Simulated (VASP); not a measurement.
```
PbTe
1.0
    0.00000     3.23000     3.23000
    3.23000     0.00000     3.23000
    3.23000     3.23000     0.00000
Te Pb
1 1
Direct
  0.50000   0.50000   0.50000
  0.00000   0.00000   0.00000
```

Level of theory: vdW-DF-cx, VASP's PBE PAW potentials (set 64) (plane waves; VASP). Settings: 520 eV cut-off, 7×7×7 Γ-centred mesh, Gaussian smearing of 0.050 eV, potentials Te Pb_d.

Estimate the energy per atom (σ→0).

The energy per atom (σ→0) is -1.333 eV/atom.

Total energies compare only between runs with the same potentials, cut-off and functional.

The compound is PbTe in the rock salt structure. The cell was not relaxed at this level.
